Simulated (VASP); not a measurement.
**Lattice vibrations of K2CdSe2O6**

How does the lattice of K2CdSe2O6 vibrate? The start is a cell from a database of measured crystal structures.

Main program and level: VASP 6.6.1; PBEsol; plane waves and PAW (Cd, Se, K_pv, O).

Most raw output is cut from this account.

## (1) The structure

It takes space group R-3m (No. 166, trigonal). The conventional cell has a = 5.698 Å, b = 5.698 Å, c = 18.949 Å, α = 90.00°, β = 90.00°, γ = 120.00°. Cd has 6 O at 2.32 Å nearest. Nearest to Se lie 3 O at 1.69 Å. Nearest to K lie 9 O at 2.82 to 3.05 Å. Nearest to O lie 1 Se at 1.69 Å and 1 Cd at 2.32 Å and 3 K at 2.82 to 3.05 Å. Farther neighbours and most contacts between anions are not listed.

## (2) Relax the host

The later steps need the crystal at this functional's own lattice; a raised cutoff keeps the stress reliable while the cell changes.

Contents of INCAR:

```
SYSTEM = K2CdSe2O6
PREC = Normal
ENCUT = 520
EDIFF = 1E-05
NELM = 120
ISMEAR = 0
SIGMA = 0.05
LREAL = Auto
ALGO = Fast
GGA = PS
NBANDS = 48
LORBIT = 11
LWAVE = .FALSE.
LCHARG = .FALSE.
KPAR = 2
NCORE = 2
LASPH = .TRUE.
IBRION = 2
NSW = 40
ISIF = 3
EDIFFG = -0.03
POTIM = 0.4
```

Contents of POSCAR:

```
K2CdSe2O6
1.0
    2.8487500000      1.6447265794      6.3162000000
   -2.8487500000      1.6447265794      6.3162000000
    0.0000000000     -3.2894531587      6.3162000000
Cd Se K O
1 2 2 6
Direct
    0.0000000000      0.0000000000      0.0000000000
    0.3760333333      0.3760333333      0.3760333333
    0.6239666667      0.6239666667      0.6239666667
    0.1960733333      0.1960733333      0.1960733333
    0.8039266667      0.8039266667      0.8039266667
    0.2580400000      0.2580400000      0.7237400000
    0.7237400000      0.2580400000      0.2580400000
    0.2580400000      0.7237400000      0.2580400000
    0.2762600000      0.7419600000      0.7419600000
    0.7419600000      0.7419600000      0.2762600000
    0.7419600000      0.2762600000      0.7419600000
```

Contents of KPOINTS:

```
Automatic mesh
0
Gamma
3 3 3
0 0 0
```

PAW data sets: Cd, Se, K_pv and O (PBE family, release 64).

Started as:

```bash
$ mpirun -np 4 vasp_std
```

The job ended after 27 s (4 MPI ranks of Intel Xeon 6975P-C (Granite Rapids), shared host; peak memory 0.79 GiB).

The gap is read on the k-mesh alone, so it is an upper bound where the band edges lie off the mesh. The PAW data sets were made with PBE, which is usual practice but a small mismatch for other functionals. The run keeps the 12 symmetry operations of its start, so it cannot find a distortion of lower symmetry.

Relaxation path:

```csv
step,energy less that of the first step (eV),largest force (eV/Å),pressure (GPa),volume (Å³)
1,0.0000,1.4680,2.99,177.56
2,0.2039,2.5139,-4.98,183.82
3,-0.0909,0.0671,-0.19,179.68
4,-0.0909,0.0762,-0.09,179.64
5,-0.0918,0.0419,0.00,179.44
6,-0.0922,0.0251,0.05,179.24
```

```csv
"conventional cell, symmetrised",before,after,change
a (Å),5.698,5.718,+0.4 %
b (Å),5.698,5.718,+0.4 %
c (Å),18.949,18.990,+0.2 %
volume (Å³/atom),16.14,16.29,+0.9 %
```

The atoms that moved most (Å, as changes of fractional coordinates times the final cell):

```csv
atom,dx,dy,dz,length
O10,0.000,0.016,-0.005,0.017
O6,0.000,-0.016,0.005,0.017
O9,-0.014,-0.008,-0.005,0.017
O11,0.014,-0.008,-0.005,0.017
O8,-0.014,0.008,0.005,0.017
O7,0.014,0.008,0.005,0.017
Se3,0.000,0.000,0.017,0.017
Se2,0.000,0.000,-0.017,0.017
```

Final coordinates:

```
Cd Se K O
1.0
     2.85903    1.65066    6.33003
    -2.85903    1.65066    6.33003
     0.00000   -3.30133    6.33003
Cd Se K O
1 2 2 6
Direct
  0.00000 0.00000 0.00000
  0.37515 0.37515 0.37515
  0.62485 0.62485 0.62485
  0.19618 0.19618 0.19618
  0.80382 0.80382 0.80382
  0.25662 0.25662 0.72732
  0.72732 0.25662 0.25662
  0.25662 0.72732 0.25662
  0.27268 0.74338 0.74338
  0.74338 0.74338 0.27268
  0.74338 0.27268 0.74338
```

A gap read on the k-mesh alone can miss the band edges.

Numbers from this step:

* electronic cycles: 44
* electrons: 74
* free energy (TOTEN): -56.6799 eV
* Fermi energy: -0.1319 eV
* pressure: 0.05011 GPa
* labelled metallic, from the levels on this mesh: no
* gap on the k-mesh: 3.773 eV
* least direct gap on the k-mesh: 3.989 eV

The run ended after 6 ionic steps, 0.092 eV below its first step, once forces and stress met EDIFFG = -0.03.

## (3) Tight relaxation

Force constants are second derivatives, so residual forces and stress must first be far smaller than in an ordinary relaxation. Mesh and cutoff differ from the relaxation before, which can move the cell too.

Contents of INCAR:

```
SYSTEM = K2CdSe2O6
PREC = Accurate
ENCUT = 480
EDIFF = 1E-08
NELM = 120
ISMEAR = 0
SIGMA = 0.05
LREAL = .FALSE.
ALGO = Fast
GGA = PS
NBANDS = 48
LORBIT = 11
LWAVE = .FALSE.
LCHARG = .FALSE.
KPAR = 4
LASPH = .TRUE.
IBRION = 1
NSW = 30
ISIF = 3
EDIFFG = -0.002
POTIM = 0.4
```

Contents of POSCAR:

```
K2CdSe2O6
1.0
    2.8590326979      1.6506632978      6.3300281272
   -2.8590326979      1.6506632978      6.3300281272
    0.0000000000     -3.3013265955      6.3300281272
Cd Se K O
1 2 2 6
Direct
    0.0000000000      0.0000000000      0.0000000000
    0.3751524470      0.3751524470      0.3751524470
    0.6248475530      0.6248475530      0.6248475530
    0.1961802725      0.1961802725      0.1961802725
    0.8038197275      0.8038197275      0.8038197275
    0.2566239736      0.2566239736      0.7273155794
    0.7273155794      0.2566239736      0.2566239736
    0.2566239736      0.7273155794      0.2566239736
    0.2726844206      0.7433760264      0.7433760264
    0.7433760264      0.7433760264      0.2726844206
    0.7433760264      0.2726844206      0.7433760264
```

Contents of KPOINTS:

```
Automatic mesh
0
Gamma
6 6 6
0 0 0
```

Started as:

```bash
$ mpirun -np 4 vasp_std
```

The job ended after 12 min (4 MPI ranks; peak memory 2.3 GiB).

The steps of the relaxation:

```csv
step,energy less that of the first step (eV),largest force (eV/Å),pressure (GPa),volume (Å³)
1,0.0000,0.0250,-0.19,179.24
2,-0.0005,0.0255,-0.04,178.84
3,-0.0007,0.0398,-0.09,178.75
4,-0.0007,0.0219,-0.01,178.68
5,-0.0008,0.0207,-0.01,178.64
6,-0.0010,0.0169,0.02,178.56
7,-0.0010,0.0216,-0.03,178.61
8,-0.0012,0.0103,0.01,178.52
9,-0.0012,0.0080,0.00,178.52
10,-0.0012,0.0071,-0.01,178.52
11,-0.0012,0.0067,0.01,178.51
12,-0.0013,0.0049,-0.01,178.49
13,-0.0013,0.0042,0.00,178.49
14,-0.0013,0.0041,0.00,178.49
15,-0.0013,0.0031,0.00,178.47
16,-0.0013,0.0027,0.00,178.47
17,-0.0013,0.0027,0.00,178.47
18,-0.0013,0.0024,0.00,178.47
19,-0.0013,0.0016,0.00,178.47
```

```csv
"conventional cell, symmetrised",before,after,change
a (Å),5.718,5.705,-0.2 %
b (Å),5.718,5.705,-0.2 %
c (Å),18.990,18.996,+0.0 %
volume (Å³/atom),16.29,16.22,-0.4 %
```

The atoms that moved most (Å, as changes of fractional coordinates times the final cell):

```csv
atom,dx,dy,dz,length
K4,0.000,0.000,0.013,0.013
K5,0.000,0.000,-0.013,0.013
O6,0.000,-0.003,0.005,0.006
O10,0.000,0.003,-0.005,0.006
O8,-0.003,0.002,0.005,0.006
O7,0.003,0.002,0.005,0.006
O9,-0.003,-0.002,-0.005,0.006
O11,0.003,-0.002,-0.005,0.006
```

The relaxed structure:

```xyz
11
Lattice="2.8524 1.6468 6.3319 -2.8524 1.6468 6.3319 0.0000 -3.2937 6.3319" Properties=species:S:1:pos:R:3 pbc="T T T"
Cd    0.0000    0.0000    0.0000
Se    0.0000    0.0000    7.1317
Se    0.0000    0.0000   11.8640
K     0.0000    0.0000    3.7400
K     0.0000    0.0000   15.2557
O     0.0000   -1.5537    7.8606
O     1.3455    0.7768    7.8606
O    -1.3455    0.7768    7.8606
O    -1.3455   -0.7768   11.1352
O     0.0000    1.5537   11.1352
O     1.3455   -0.7768   11.1352
```

Numbers from this step:

| Property | Result |
| --- | --- |
| electronic cycles | 157 |
| free energy (TOTEN) | -56.6876 eV |
| Fermi energy | -0.1935 eV |
| pressure | -0.001508 GPa |
| gap on the k-mesh | 3.797 eV |
| least direct gap on the k-mesh | 4.014 eV |

The run ended after 19 ionic steps, 0.001 eV below its first step, once forces and stress met EDIFFG = -0.002.

## (4) Born charges and dielectric tensor

In a polar insulator long-range dipole fields split longitudinal from transverse optical modes; these two tensors supply that term.

Contents of INCAR:

```
SYSTEM = K2CdSe2O6
PREC = Accurate
ENCUT = 480
EDIFF = 1E-08
NELM = 120
ISMEAR = 0
SIGMA = 0.05
LREAL = .FALSE.
ALGO = Normal
GGA = PS
NBANDS = 48
LWAVE = .FALSE.
LCHARG = .FALSE.
KPAR = 4
LASPH = .TRUE.
LEPSILON = .TRUE.
```

Contents of POSCAR:

```
K2CdSe2O6
1.0
    2.8524278628      1.6468499945      6.3319036253
   -2.8524278628      1.6468499945      6.3319036253
    0.0000000000     -3.2936999889      6.3319036253
Cd Se K O
1 2 2 6
Direct
    0.0000000000      0.0000000000      0.0000000000
    0.3754393427      0.3754393427      0.3754393427
    0.6245606573      0.6245606573      0.6245606573
    0.1968853602      0.1968853602      0.1968853602
    0.8031146398      0.8031146398      0.8031146398
    0.2565715029      0.2565715029      0.7282770414
    0.7282770414      0.2565715029      0.2565715029
    0.2565715029      0.7282770414      0.2565715029
    0.2717229586      0.7434284971      0.7434284971
    0.7434284971      0.7434284971      0.2717229586
    0.7434284971      0.2717229586      0.7434284971
```

KPOINTS is that of step 3.

Started as:

```bash
$ mpirun -np 4 vasp_std
```

It took 14 min on 4 MPI ranks; peak memory 5.5 GiB; 56 min of CPU time.

Energies printed during the response cycles are not total energies of the cell.

This step gave:

```
Fermi energy : -0.1929 eV
pressure     : -0.01847 GPa
```

Electronic dielectric tensor with local fields:

```
3.49 0.00 0.00
0.00 3.49 0.00
0.00 0.00 2.74
```

Born effective charge (e), principal values of the symmetric part by kind of site:

```csv
atom,atoms with these values,low,middle,high,mean
Cd1,1,1.76,2.88,2.88,2.51
Se2,2,0.89,3.00,3.00,2.30
K4,2,1.24,1.24,1.42,1.30
O6,6,-2.78,-1.06,-1.01,-1.62
```

In full for O6:

```
-1.06  0.00  0.00
 0.00 -2.73  0.57
 0.00  0.01 -1.06
```

## (5) Force constants in the supercell

System of this step: K2CdSe2O6. The cell holds 44 atoms: 4 Cd, 8 Se, 8 K and 24 O. Its edges and angles: a = 9.137 Å, b = 9.137 Å, c = 9.137 Å, α = 77.3°, β = 77.3°, γ = 77.3°. It derives from K2CdSe2O6.

Each independent atom is moved by 0.015 Å both ways; the forces give the force constants out to half the supercell.

Contents of INCAR:

```
SYSTEM = K2CdSe2O6
PREC = Accurate
ENCUT = 480
EDIFF = 1E-07
NELM = 120
ISMEAR = 0
SIGMA = 0.05
LREAL = Auto
ALGO = Fast
GGA = PS
NBANDS = 180
LWAVE = .FALSE.
LCHARG = .FALSE.
KPAR = 4
LASPH = .TRUE.
IBRION = 6
NSW = 1
NFREE = 2
POTIM = 0.015
ISIF = 0
ADDGRID = .TRUE.
```

Contents of POSCAR:

```
K2CdSe2O6
1.0
   -5.7048557256     -3.2936999889      6.3319036253
    5.7048557256     -3.2936999889      6.3319036253
    0.0000000000      6.5873999779      6.3319036253
Cd Se K O
4 8 8 24
Direct
    0.0000000000      0.0000000000      0.0000000000
    0.5000000000      0.5000000000      0.0000000000
    0.5000000000      0.0000000000      0.5000000000
    0.0000000000      0.5000000000      0.5000000000
    0.3754393427      0.3754393427      0.3754393427
    0.8754393427      0.8754393427      0.3754393427
    0.8754393427      0.3754393427      0.8754393427
    0.3754393427      0.8754393427      0.8754393427
    0.6245606573      0.6245606573      0.6245606573
    0.1245606573      0.1245606573      0.6245606573
    0.1245606573      0.6245606573      0.1245606573
    0.6245606573      0.1245606573      0.1245606573
    0.1968853602      0.1968853602      0.1968853602
    0.6968853602      0.6968853602      0.1968853602
    0.6968853602      0.1968853602      0.6968853602
    0.1968853602      0.6968853602      0.6968853602
    0.8031146398      0.8031146398      0.8031146398
    0.3031146398      0.3031146398      0.8031146398
    0.3031146398      0.8031146398      0.3031146398
    0.8031146398      0.3031146398      0.3031146398
    0.4924242722      0.4924242722      0.2565715029
    0.9924242722      0.9924242721      0.2565715029
    0.9924242722      0.4924242722      0.7565715029
    0.4924242722      0.9924242722      0.7565715029
    0.2565715029      0.4924242722      0.4924242721
    0.7565715029      0.9924242722      0.4924242722
    0.7565715029      0.4924242722      0.9924242721
    0.2565715029      0.9924242721      0.9924242722
    0.4924242722      0.2565715029      0.4924242721
    0.9924242721      0.7565715029      0.4924242722
    0.9924242722      0.2565715029      0.9924242721
    0.4924242722      0.7565715029      0.9924242722
    0.7434284971      0.5075757278      0.5075757278
    0.2434284971      0.0075757279      0.5075757278
    0.2434284971      0.5075757278      0.0075757278
    0.7434284971      0.0075757278      0.0075757278
    0.5075757279      0.5075757278      0.7434284971
    0.0075757279      0.0075757278      0.7434284971
    0.0075757278      0.5075757278      0.2434284971
    0.5075757278      0.0075757279      0.2434284971
    0.5075757279      0.7434284971      0.5075757278
    0.0075757279      0.2434284971      0.5075757278
    0.0075757278      0.7434284971      0.0075757278
    0.5075757278      0.2434284971      0.0075757278
```

Contents of KPOINTS:

```
Automatic mesh
0
Gamma
2 2 2
0 0 0
```

Started as:

```bash
$ mpirun -np 4 vasp_std
```

Elapsed: 40 min, on 4 MPI ranks; peak memory 7.5 GiB; 2.5 h of CPU time.

The last energy, forces, stress and levels in OUTCAR belong to the last displaced cell, not to the cell of POSCAR.

This step gave:

```
electrons          : 296
lowest frequency   : -45.49 cm⁻¹
highest frequency  : 805.0 cm⁻¹
dynamically stable : no
```

With the long-range dipole term. The phonon branches at the labelled points (cm⁻¹):

```csv
point,branch 1,branch 2,branch 3,branch 4,branch 30,branch 31,branch 32,branch 33
Γ,-45,0,0,0,710,788,798,799
0.47 of the way,12,26,29,71,713,789,792,802
L,22,26,58,69,741,776,793,805
0.53 of the way,57,61,72,73,745,779,789,801
B1,63,70,80,87,751,780,786,794
jump to B,63,70,80,87,751,780,786,794
0.47 of the way,51,64,65,66,730,750,796,797
Z,-34,41,57,57,706,706,800,803
0.53 of the way,-41,35,35,47,708,708,799,801
Γ,-45,0,0,0,710,710,799,800
0.47 of the way,23,40,53,69,721,788,793,803
X,63,68,85,86,751,782,785,795
jump to Q,63,68,85,86,751,782,785,795
0.47 of the way,65,65,68,78,752,781,788,790
F,45,58,68,77,753,779,788,792
0.53 of the way,44,56,68,76,752,777,787,795
P1,42,52,69,75,748,774,787,798
0.47 of the way,40,51,66,70,723,743,796,799
Z,-34,41,57,57,706,706,800,803
jump to L,22,26,58,69,741,776,793,805
0.47 of the way,29,36,63,69,743,777,790,803
P,42,52,69,75,748,774,787,798
```

The phonon density of states has structure finer than the step of the table below, so its rows give means over 25 cm⁻¹, whole bins alone (the curve runs from -72.2 to 831 cm⁻¹). Peaks (cm⁻¹: height): 69.2: 0.148, 103.9: 0.198, 117.3: 0.204, 152.0: 0.158, 345.4: 0.129, 711.0: 0.134, 797.8: 0.124.

The phonon density of states by frequency; means over each step:

```csv
frequency (cm⁻¹),phonon density of states (states/cm⁻¹/cell)
-50,5.9e-4
-25,0.00267
0,0.00189
25,0.0216
50,0.0697
75,0.135
100,0.170
125,0.164
150,0.111
175,0.0109
200,0.0467
225,0.0659
250,0.0410
275,1.6e-4
300,8.4e-7
325,0.0529
350,0.0908
375,0.0163
400,0
425,0.00253
450,0.0521
475,0.0253
500,0
525,0
550,0
575,0
600,0
625,0
650,0
675,2.9e-6
700,0.0702
725,0.0334
750,0.0239
775,0.0386
800,0.0740
```

## (6) What came out

- highest frequency: 805 cm⁻¹
- lowest frequency: -45.5 cm⁻¹

**Reading.** The spectrum reaches 805 cm⁻¹, and its lowest point lies at -45 cm⁻¹. Imaginary modes (printed as negative) make the structure unstable in the harmonic picture at these settings. Where their wave vectors fit the supercell they are computed directly; elsewhere they may come from the interpolation. Frequencies between the wave vectors that fit the supercell are interpolated.

[Lines on the potential files, build, host, timing and source positions are cut from VASP's logs without a mark.]

[Logs are printed without paths, hosts, clocks, repeated set-up lines and the standing remarks that a program may print on its own settings, such as how far it seeks lower states.]

[Hosts, paths, dates, database ids (printed as entryN), source tags and the programs' standing remarks are cut or masked in the printed files.]

[Runs that stopped without an error message from VASP are left out.]
